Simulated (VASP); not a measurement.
# BeZn2Se3 (Cc) in VASP: relaxation of cell and atoms with PBE

Aim: the relaxation of cell and atoms of BeZn2Se3 with PBE.

All numbers are computed with VASP 6.6.1; they aren't measurements. Logs are shortened: lines on timing, memory, paths and dates and some standing lists are left out, and cuts for length are marked.

### 1 Starting point

The structure is monoclinic, space group Cc (No. 9). The conventional cell has a = 6.790 Å, b = 11.796 Å, c = 6.762 Å, α = 90.00°, β = 109.12°, γ = 90.00°. Be (site symmetry 1) is surrounded by 4 Se at 2.25 to 2.28 Å. Zn (site symmetry 1) has 4 Se at 2.47 to 2.48 Å as nearest neighbours. Zn (site symmetry 1) is surrounded by 4 Se at 2.47 to 2.49 Å. Se (site symmetry 1) has 2 Be at 2.27 to 2.28 Å and 2 Zn at 2.48 to 2.49 Å as nearest neighbours. Se (site symmetry 1) is surrounded by 1 Be at 2.26 Å and 3 Zn at 2.47 to 2.48 Å. Around Se (site symmetry 1) lie 1 Be at 2.25 Å and 3 Zn at 2.47 to 2.48 Å.

The cell was built by a generator and needn't be a form met in nature.

### 2 Relaxation of cell and atoms, PBE

File INCAR:

```
PREC = Accurate
ENCUT = 520
EDIFF = 1E-6
ISMEAR = 0
SIGMA = 0.03
LREAL = False
LASPH = True
NELM = 120
ALGO = Normal
ISIF = 3
LWAVE = False
LCHARG = False
GGA = PE
IBRION = 2
NSW = 90
EDIFFG = -0.01
KPAR = 4
```

File KPOINTS:

```
Automatic mesh
0
Gamma
  4 4 4
```

File POSCAR:

```
BeZn2Se3
1.0
    3.3950248900     -5.8980000000      0.0000000000
    3.3950248900      5.8980000000      0.0000000000
   -2.2145498900      0.0000000000      6.3895266500
Be Zn Se
2 4 6
Direct
    0.9212023400      0.0801691000      0.9999970000
    0.0801691000      0.9212023400      0.4999970000
    0.5805353000      0.4129506800      0.9987593500
    0.2471116400      0.7543320400      0.9992132800
    0.4129506800      0.5805353000      0.4987593500
    0.7543320400      0.2471116400      0.4992132800
    0.1823576600      0.0388490000      0.8567815400
    0.5646546900      0.7332857400      0.8851473900
    0.8802958200      0.3536064200      0.8849644200
    0.7332857400      0.5646546900      0.3851473900
    0.0388490000      0.1823576600      0.3567815400
    0.3536064200      0.8802958200      0.3849644200
```

Potentials or basis: VASP PAW PBE potentials, release 64 (Be, Zn, Se).

On the command line:

```bash
> cat potpaw_PBE.64/Be/POTCAR potpaw_PBE.64/Zn/POTCAR potpaw_PBE.64/Se/POTCAR > POTCAR
> mpirun -np 4 vasp_std > vasp.out
```

OUTCAR:

```text
PREC = Accurate
   ENCUT = 520
   EDIFF = 1E-6
   ISMEAR = 0
   LREAL = False
   LASPH = True
   NELM = 120
   ISIF = 3
   GGA = PE
   IBRION = 2
   NSW = 90
   EDIFFG = -0.01

 ion  position               nearest neighbor table
   1  0.921  0.080  1.000-   9 2.25   8 2.26   7 2.27  11 2.28
   2  0.080  0.921  0.500-  12 2.25  10 2.26  11 2.27   7 2.28
   3  0.581  0.413  0.999-   8 2.47  10 2.48   9 2.48   7 2.48
   4  0.247  0.754  0.999-  12 2.47   8 2.47   9 2.47   7 2.49
   5  0.413  0.581  0.499-  10 2.47   8 2.48  12 2.48  11 2.48
   6  0.754  0.247  0.499-   9 2.47  10 2.47  12 2.47  11 2.49
   7  0.182  0.039  0.857-   1 2.27   2 2.28   3 2.48   4 2.49
   8  0.565  0.733  0.885-   1 2.26   4 2.47   3 2.47   5 2.48
   9  0.880  0.354  0.885-   1 2.25   6 2.47   4 2.47   3 2.48
  10  0.733  0.565  0.385-   2 2.26   6 2.47   5 2.47   3 2.48
  11  0.039  0.182  0.357-   2 2.27   1 2.28   5 2.48   6 2.49
  12  0.354  0.880  0.385-   2 2.25   4 2.47   6 2.47   5 2.48

  LATTYP: Found a base centered monoclinic cell.
 ALAT       =     6.7900497800
 B/A-ratio  =     1.7372479411
 C/A-ratio  =     0.9959303829
 COS(beta)  =    -0.3274790552

  Lattice vectors:

 A1 = (   3.3950248900,  -5.8980000000,   0.0000000000)
 A2 = (   3.3950248900,   5.8980000000,   0.0000000000)
 A3 = (  -2.2145498900,   0.0000000000,   6.3895266500)

Analysis of symmetry for initial positions (statically):
=====================================================================
 Subroutine PRICEL returns:
 Original cell was already a primitive cell.

 Routine SETGRP: Setting up the symmetry group for a
 base centered monoclinic supercell.

 Subroutine GETGRP returns: Found  2 space group operations
 (whereof  1 operations were pure point group operations)
 out of a pool of  4 trial point group operations.

The static configuration has the point symmetry C_1 .
 The point group associated with its full space group is C_1h.

Analysis of symmetry for dynamics (positions and initial velocities):
=====================================================================
 Subroutine PRICEL returns:
 Original cell was already a primitive cell.

 Routine SETGRP: Setting up the symmetry group for a
 base centered monoclinic supercell.

 Subroutine GETGRP returns: Found  2 space group operations
 (whereof  1 operations were pure point group operations)
 out of a pool of  4 trial point group operations.

The dynamic configuration has the point symmetry C_1 .
 The point group associated with its full space group is C_1h.

 Subroutine INISYM returns: Found  2 space group operations
 (whereof  1 operations are pure point group operations),
 and found     1 'primitive' translations

----------------------------------------------------------------------------------------

                                     Primitive cell

  volume of cell :     255.8859

  direct lattice vectors                    reciprocal lattice vectors
     3.395024890 -5.898000000  0.000000000     0.147274325 -0.084774500  0.051043897
     3.395024890  5.898000000  0.000000000     0.147274325  0.084774500  0.051043897
    -2.214549890  0.000000000  6.389526650     0.000000000  0.000000000  0.156506116

  length of vectors
     6.805335995  6.805335995  6.762416878     0.177431458  0.177431458  0.156506116

  position of ions in fractional coordinates (direct lattice)
     0.921202340  0.080169100  0.999997000
     0.080169100  0.921202340  0.499997000
     0.580535300  0.412950680  0.998759350
     0.247111640  0.754332040  0.999213280
     0.412950680  0.580535300  0.498759350
     0.754332040  0.247111640  0.499213280
     0.182357660  0.038849000  0.856781540
     0.564654690  0.733285740  0.885147390
     0.880295820  0.353606420  0.884964420
     0.733285740  0.564654690  0.385147390
     0.038849000  0.182357660  0.356781540
     0.353606420  0.880295820  0.384964420

  ion indices of the primitive-cell ions
   primitive index   ion index
                 1           1
                 2           2
                 3           3
                 4           4
                 5           5
                 6           6
                 7           7
                 8           8
                 9           9
                10          10
                11          11
                12          12

----------------------------------------------------------------------------------------

 KPOINTS: Automatic mesh

Automatic generation of k-mesh.
 Grid dimensions read from file:
 generate k-points for:    4    4    4

 Generating k-lattice:

  Cartesian coordinates                     Fractional coordinates (reciprocal lattice)
     0.036818581 -0.021193625  0.012760974     0.250000000  0.000000000  0.000000000
     0.036818581  0.021193625  0.012760974     0.000000000  0.250000000  0.000000000
     0.000000000  0.000000000  0.039126529     0.000000000  0.000000000  0.250000000

  Length of vectors
     0.044357864  0.044357864  0.039126529

  Shift w.r.t. Gamma in fractional coordinates (k-lattice)
     0.000000000  0.000000000  0.000000000

 Subroutine IBZKPT returns following result:
 ===========================================

 Found     24 irreducible k-points:

 Following reciprocal coordinates:
            Coordinates               Weight
  0.000000  0.000000  0.000000      1.000000
  0.250000 -0.000000  0.000000      4.000000
  0.500000 -0.000000  0.000000      2.000000
  0.250000  0.250000  0.000000      2.000000
  0.500000  0.250000  0.000000      4.000000
 -0.250000  0.250000  0.000000      2.000000
[... 16 lines left out ...]
 -0.250000  0.250000  0.500000      2.000000
  0.500000  0.500000  0.500000      1.000000
   k-points           NKPTS =     24   k-points in BZ     NKDIM =     24   number of bands    NBANDS=     52
   number of dos      NEDOS =    301   number of ions     NIONS =     12
   total plane-waves  NPLWV = 145800
   dimension x,y,z NGX =    54 NGY =   54 NGZ =   50
   dimension x,y,z NGXF=   108 NGYF=  108 NGZF=  100
   ions per type =               2   4   6
   NGX,Y,Z   is equivalent  to a cutoff of  13.19, 13.19, 12.29 a.u.
   NGXF,Y,Z  is equivalent  to a cutoff of  26.38, 26.38, 24.58 a.u.
 SYSTEM =  unknown system
   PREC   = accura    normal or accurate (medium, high low for compatibility)
   ISTART =      0    job   : 0-new  1-cont  2-samecut
   ICHARG =      2    charge: 1-file 2-atom 10-const
   ISPIN  =      1    spin polarized calculation?
   LNONCOLLINEAR =      F non collinear calculations
   LSORBIT =      F    spin-orbit coupling
   LASPH  =      T    aspherical Exc in radial PAW
   ENCUT  =  520.0 eV  38.22 Ry    6.18 a.u.  12.65 12.65 12.57*2*pi/ulx,y,z
   NELM   =    120;   NELMIN=  2; NELMDL= -5     # of ELM steps
   EDIFF  = 0.1E-05   stopping-criterion for ELM
   LREAL  =      F    real-space projection
   EDIFFG = -.1E-01   stopping-criterion for IOM
   NSW    =     90    number of steps for IOM
   IBRION =      2    ionic relax: 0-MD 1-quasi-New 2-CG
   NFREE  =      1    steps in history (QN), initial steepest desc. (CG)
   ISIF   =      3    stress and relaxation
   ISYM   =      2    0-nonsym 1-usesym 2-fastsym
   POTIM  = 0.5000    time-step for ionic-motion
   TEBEG  =    0.0;   TEEND  =   0.0 temperature during run
   PSTRESS=    0.0 pullay stress
   NELECT =      88.0000    total number of electrons
   NUPDOWN=      -1.0000    fix difference up-down
   EMIN   =  10.00;   EMAX   =-10.00  energy-range for DOS
   EFERMI =   0.00;   METHOD = LEGACY
   ISMEAR =     0;   SIGMA  =   0.03  broadening in eV -4-tet -1-fermi 0-gaus
   EFERMI_NEDOS =   21; number of points for ismear=-14 and -15
   IALGO  =     38    algorithm
   IMIX   =      4    mixing-type and parameters
     AMIX     =   0.40;   BMIX     =  1.00
     AMIX_MAG =   1.60;   BMIX_MAG =  1.00
  volume/ion in A,a.u.               =      21.32       143.90
  Fermi-wavevector in a.u.,A,eV,Ry     =   1.146974  2.167467 17.899137  1.315549
  Thomas-Fermi vector in A             =   2.283656
   LORBIT       =      0    0 simple, 1 ext, 2 COOP (PROOUT), +10 PAW based schemes
   GGA     = PE    functional components
   LHFCALC =     F    Hartree Fock is set to
   AEXX    =    0.0000 exact exchange contribution
   IVDW    =     0    specifies the selected vdW correction
   LEPSILON=     F    determine dielectric tensor
   LRPA    =     F    only Hartree local field effects (RPA)
 conjugate gradient relaxation of ions
 non-spin polarized calculation
 Gauss-broadening in eV      SIGMA  =   0.03
  energy-cutoff  :      520.00
  volume of cell :      255.89
 maximum number of plane-waves:      6908
 NGX is ok and might be reduce to    54
   NGX = 25   NGY = 25   NGZ = 25

--------------------------------------- Ionic step        1  -------------------------------------------

 number of electron      87.9999974 magnetization

 Free energy of the ion-electron system (eV)
  ---------------------------------------------------
  ext. energy  EPLUGINS =         0.00000000
  ---------------------------------------------------
  free energy    TOTEN  =       -41.67948290 eV

  energy without entropy =      -41.67948290  energy(sigma->0) =      -41.67948290

------------------------ aborting loop because EDIFF is reached ----------------------------------------

  FORCE on cell =-STRESS in cart. coord.  units (eV):
  Direction    XX          YY          ZZ          XY          YZ          ZX
  --------------------------------------------------------------------------------------
  -------------------------------------------------------------------------------------
  Total       -0.0433392      0.0419626      0.1901162      0.0000000      0.0000000     -0.0141740
  in kB       -0.2713593      0.2627405      1.1903737      0.0000000      0.0000000     -0.0887474
  external PRESSURE =       0.3939183 kB  Pullay stress =       0.0000000 kB
[... 119 lines left out ...]
  FREE ENERGIE OF THE ION-ELECTRON SYSTEM (eV)
  ---------------------------------------------------
  free  energy   TOTEN  =       -41.6815651077 eV

  energy  without entropy=      -41.6815651077  energy(sigma->0) =      -41.68156511

[... ionic steps 4 to 7 ...]

--------------------------------------- Ionic step        8  -------------------------------------------

 number of electron      87.9999975 magnetization

------------------------ aborting loop because EDIFF is reached ----------------------------------------

  FORCE on cell =-STRESS in cart. coord.  units (eV):
  Direction    XX          YY          ZZ          XY          YZ          ZX
  --------------------------------------------------------------------------------------
  -------------------------------------------------------------------------------------
  Total        0.0436070      0.0340525      0.0210504      0.0000000      0.0000000      0.0106699
  in kB        0.2728745      0.2130864      0.1317246      0.0000000      0.0000000      0.0667680
  external PRESSURE =       0.2058952 kB  Pullay stress =       0.0000000 kB
[... 77 lines left out ...]
  energy  without entropy=      -41.6829326072  energy(sigma->0) =      -41.68293261

--------------------------------------- Ionic step       10  -------------------------------------------

 number of electron      87.9999975 magnetization

 Free energy of the ion-electron system (eV)
  ---------------------------------------------------
  ext. energy  EPLUGINS =         0.00000000
  ---------------------------------------------------
  free energy    TOTEN  =       -41.68297153 eV

  energy without entropy =      -41.68297153  energy(sigma->0) =      -41.68297153

 E-fermi :   2.0153     XC(G=0):  -9.2700

 val. band max:        1.8763947901   @ k =   0.0000   0.0000   0.0000
 cond. band min:       3.8134910793   @ k =   0.0000   0.0000   0.0000
 fundamental gap:      1.9370962891
 Fermi energy:         2.0153255907

 k-point     1 :       0.0000    0.0000    0.0000
  band No.  band energies     occupation
      1     -11.3627      2.00000
      2     -10.4652      2.00000
      3     -10.2259      2.00000
      4     -10.2158      2.00000
      5     -10.2139      2.00000
      6     -10.1986      2.00000
[... 1348 lines left out ...]
  FREE ENERGIE OF THE ION-ELECTRON SYSTEM (eV)
  ---------------------------------------------------
  free  energy   TOTEN  =       -41.6829715257 eV

  energy  without entropy=      -41.6829715257  energy(sigma->0) =      -41.68297153

 reached required accuracy - stopping structural energy minimisation
```

Run time: 9.9 min. Hardware: 4 MPI ranks of Intel Xeon Platinum 8375C at 2.90GHz (Ice Lake), shared host; peak memory 0.57 GiB.

What came out:

```yaml
Free_energy: -41.6830 eV
Relaxed_volume: 21.33 Å³/atom
Relaxed_cell: a = 6.805 Å, b = 6.805 Å, c = 6.769 Å, α = 99.38°, β = 99.38°, γ = 120.22°
Space_group_after_relaxing_to_0.05_Å: Cc (No. 9)
Energy_gained_by_relaxing: 0.3 meV/atom
Ionic_steps: 10
Pressure_after_relaxing: 0.0 GPa
Largest_force_after_relaxing: 0.005 eV/Å
Band_gap_on_the_k_mesh: 1.94 eV, direct
```

Forces on the atoms (eV/Å):
```
Be   0.001 -0.002 -0.001
Be   0.001  0.002 -0.001
Zn  -0.005 -0.002  0.000
Zn   0.001  0.004 -0.003
Zn  -0.005  0.002  0.000
Zn   0.001 -0.004 -0.003
Se   0.000  0.003  0.000
Se   0.001 -0.002  0.002
Se   0.002  0.000  0.002
Se   0.001  0.002  0.002
Se   0.000 -0.003  0.000
Se   0.002  0.000  0.002
```

The path:
| step | energy change (eV) | largest force (eV/Å) | pressure (GPa) | volume (Å³) |
| --- | --- | --- | --- | --- |
| 1 | 0.0000 | 0.0707 | 0.04 | 255.89 |
| 2 | -0.0012 | 0.0535 | -0.04 | 256.08 |
| 3 | -0.0021 | 0.0350 | -0.08 | 256.40 |
| 4 | -0.0028 | 0.0257 | 0.02 | 256.01 |
| 5 | -0.0029 | 0.0233 | 0.07 | 255.86 |
| 6 | -0.0032 | 0.0146 | -0.03 | 256.15 |
| 7 | -0.0033 | 0.0134 | -0.07 | 256.27 |
| 8 | -0.0035 | 0.0112 | 0.02 | 256.04 |
| 9 | -0.0034 | 0.0109 | -0.01 | 256.05 |
| 10 | -0.0035 | 0.0051 | 0.01 | 255.99 |

Final structure:
```yaml
crystal:
  lattice:
    - [3.39136, -5.90017, -0.00077]
    - [3.39136, 5.90017, -0.00077]
    - [-2.21361, 0.00000, 6.39723]
  atoms:
    - { symbol: Be, position: [0.91986, 0.07783, 0.99786] }
    - { symbol: Be, position: [0.07783, 0.91986, 0.49786] }
    - { symbol: Zn, position: [0.58363, 0.41446, 0.99998] }
    - { symbol: Zn, position: [0.24607, 0.75558, 0.00023] }
    - { symbol: Zn, position: [0.41446, 0.58363, 0.49998] }
    - { symbol: Zn, position: [0.75558, 0.24607, 0.50023] }
    - { symbol: Se, position: [0.18297, 0.03940, 0.85600] }
    - { symbol: Se, position: [0.56313, 0.73196, 0.88571] }
    - { symbol: Se, position: [0.88098, 0.35347, 0.88509] }
    - { symbol: Se, position: [0.73196, 0.56313, 0.38571] }
    - { symbol: Se, position: [0.03940, 0.18297, 0.35600] }
    - { symbol: Se, position: [0.35347, 0.88098, 0.38509] }
```

Levels at points of the mesh, in eV from the valence-band top:
```
           k point  band 40  band 41  band 42  band 43  band 44  band 45  band 46  band 47  band 48  band 49
(0.00, 0.00, 0.00)    -0.86    -0.84    -0.03     0.00     0.00     1.94     2.73     3.76     4.04     4.97
(0.50, 0.00, 0.00)    -1.43    -1.23    -1.20    -0.79    -0.47     3.47     3.67     4.00     4.47     4.93
(0.50, 0.50, 0.00)    -1.39    -0.92    -0.81    -0.44    -0.26     2.75     2.84     3.30     4.08     4.08
(0.00, 0.00, 0.50)    -1.52    -0.49    -0.49    -0.44    -0.44     3.01     3.01     4.27     4.27     4.60
(0.50, 0.00, 0.50)    -1.24    -1.19    -1.15    -0.77    -0.72     2.80     2.95     3.37     3.92     4.07
(0.50, 0.50, 0.50)    -1.76    -1.24    -1.24    -1.12    -1.12     3.61     3.61     4.21     4.21     4.47
```

As with any semilocal functional, this PBE gap is likely too small.
